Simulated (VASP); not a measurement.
Method: PBEsol GGA, VASP's PBE PAW potentials (set 64) (plane waves; VASP).

VASP input:

File KPOINTS:
```
Automatic mesh
0
Gamma
7 7 4
0 0 0
```

INCAR:
```
# general
SYSTEM  = La2O3
PREC    = Accurate
ENCUT   = 620
LREAL   = .FALSE.
LASPH   = .TRUE.

# electronic loop
EDIFF   = 1E-6
NELM    = 100
ALGO    = Normal
LMAXMIX = 6

# smearing
ISMEAR  = 0
SIGMA   = 0.05

# functional
GGA     = PS

# ions
IBRION  = 2
NSW     = 40
ISIF    = 3
EDIFFG  = -0.02
PSTRESS = 300

# output
LWAVE   = .FALSE.
LCHARG  = .FALSE.
```

File POSCAR:
```
La2O3
1
    1.9035114211    -3.2969763360     0.0000000000
    1.9035114211     3.2969763360    -0.0000000000
    0.0000000000     0.0000000000     5.2890454942
La O
2 3
Direct
  0.3333330000   0.6666670000   0.2287307747
  0.6666670000   0.3333330000   0.7712692253
  0.0000000000   0.0000000000   0.0000000000
  0.3333330000   0.6666670000   0.6595178722
  0.6666670000   0.3333330000   0.3404821278
```

POTCAR, in this order: La O (PBE.64 set). Program: vasp_std.

What VASP printed:

**OSZICAR**
```
       N       E                     dE             d eps       ncg     rms          rms(c)
DAV:   1     0.489145956466E+03    0.48915E+03   -0.17717E+04  1400   0.311E+03
DAV:   2     0.113093989379E+03   -0.37605E+03   -0.37004E+03  1808   0.441E+02
DAV:   3    -0.254883423015E+02   -0.13858E+03   -0.13654E+03  2552   0.242E+02
DAV:   4    -0.464072596740E+02   -0.20919E+02   -0.20908E+02  2448   0.102E+02
DAV:   5    -0.474605521336E+02   -0.10533E+01   -0.10527E+01  2456   0.263E+01    0.153E+01
DAV:   6    -0.427527860197E+02    0.47078E+01   -0.38694E+01  2152   0.429E+01    0.808E+00
DAV:   7    -0.426897204215E+02    0.63066E-01   -0.34514E+00  2576   0.215E+01    0.430E+00
DAV:   8    -0.426412602419E+02    0.48460E-01   -0.46462E-01  2464   0.707E+00    0.100E+00
DAV:   9    -0.426291096041E+02    0.12151E-01   -0.80960E-02  2424   0.250E+00    0.296E-01
DAV:  10    -0.426299387821E+02   -0.82918E-03   -0.15777E-02  2312   0.106E+00    0.120E-01
DAV:  11    -0.426303211963E+02   -0.38241E-03   -0.34078E-03  2576   0.531E-01    0.815E-02
DAV:  12    -0.426303138526E+02    0.73437E-05   -0.84022E-04  2208   0.214E-01    0.316E-02
DAV:  13    -0.426303453953E+02   -0.31543E-04   -0.35113E-04  2384   0.147E-01    0.204E-02
DAV:  14    -0.426303428802E+02    0.25152E-05   -0.45108E-05  2448   0.698E-02    0.837E-03
DAV:  15    -0.426303426379E+02    0.24228E-06   -0.81642E-06  2008   0.231E-02
   1 F= -.30199823E+02 E0= -.30199823E+02  d E =-.301998E+02
```

OUTCAR:
```
------------------------ aborting loop because EDIFF is reached ----------------------------------------
  FORCE on cell =-STRESS in cart. coord.  units (eV):
  Direction    XX          YY          ZZ          XY          YZ          ZX
  --------------------------------------------------------------------------------------
  Total       12.4479685     12.4479522     12.4482756      0.0000000      0.0000000      0.0000000
  in kB      300.4211119    300.4207186    300.4285220      0.0000000      0.0000000      0.0000000
  external PRESSURE =       0.4234509 kB  Pullay stress =     300.0000000 kB
  volume of cell :       66.39
      direct lattice vectors                 reciprocal lattice vectors
     1.903511421 -3.296976336  0.000000000     0.262672445 -0.151654106  0.000000000
     1.903511421  3.296976336  0.000000000     0.262672445  0.151654106  0.000000000
     0.000000000  0.000000000  5.289045494     0.000000000  0.000000000  0.189070032
 POSITION                                       TOTAL-FORCE (eV/Angst)
 -----------------------------------------------------------------------------------
      1.90351      1.09899      1.20977        -0.000000      0.000000      0.006405
      1.90351     -1.09899      4.07928        -0.000000     -0.000000     -0.006405
      0.00000      0.00000      0.00000         0.000000      0.000000      0.000000
      1.90351      1.09899      3.48822         0.000000      0.000000      0.016726
      1.90351     -1.09899      1.80083        -0.000000     -0.000000     -0.016726
 -----------------------------------------------------------------------------------
    total drift:                                0.000000     -0.000000      0.000000
  FREE ENERGIE OF THE ION-ELECTRON SYSTEM (eV)
  ---------------------------------------------------
  free  energy   TOTEN  =       -42.6303426379 eV

  energy  without entropy=      -42.6303426379  energy(sigma->0) =      -42.63034264
  enthalpy is  TOTEN    =       -30.1998228974 eV   P V=       12.4305197405

 reached required accuracy - stopping structural energy minimisation
```
(Selected blocks of OUTCAR.)

OUTCAR:
```
 val. band max:        8.1480080655   @ k =   0.2857   0.2857   0.5000

 cond. band min:      11.8893294546   @ k =   0.2857   0.2857   0.0000


 Fermi energy:         8.4666044641

 k-point     1 :       0.0000    0.0000    0.0000
  band No.  band energies     occupation
      1     -21.4394      2.00000
      2     -20.6006      2.00000
      3      -9.5167      2.00000
      4      -8.0546      2.00000
      5      -7.4599      2.00000
      6      -4.8958      2.00000
      7      -4.8958      2.00000
      8      -4.2131      2.00000
      9      -4.2131      2.00000
     10      -3.8037      2.00000
     11      -3.7897      2.00000
     12       4.5790      2.00000
     13       4.5790      2.00000
     14       5.6096      2.00000
     15       5.6096      2.00000
     16       5.9467      2.00000
     17       6.2780      2.00000
     18       7.5535      2.00000
     19       7.5535      2.00000
     20       7.7163      2.00000
     21      12.1326      0.00000
     22      12.1327      0.00000
     23      13.0427      0.00000
     24      14.4236      0.00000

 k-point     2 :       0.1429    0.0000    0.0000
  band No.  band energies     occupation
      1     -21.3638      2.00000
      2     -20.5920      2.00000
      3      -9.4344      2.00000
      4      -8.4829      2.00000
      5      -7.9222      2.00000
      6      -5.0635      2.00000
      7      -4.6592      2.00000
      8      -4.2085      2.00000
      9      -4.2040      2.00000
     10      -3.8853      2.00000
     11      -3.4405      2.00000
     12       4.8427      2.00000
     13       5.0471      2.00000
     14       5.2246      2.00000
     15       5.7635      2.00000
     16       6.3298      2.00000
     17       6.6132      2.00000
     18       7.2152      2.00000
     19       7.5923      2.00000
     20       7.7440      2.00000
     21      12.3870      0.00000
     22      12.4375      0.00000
     23      13.2102      0.00000
     24      14.3086      0.00000
...
```

The compound is La2O3 in the a-type structure. It was relaxed first under an external pressure of 30 GPa.
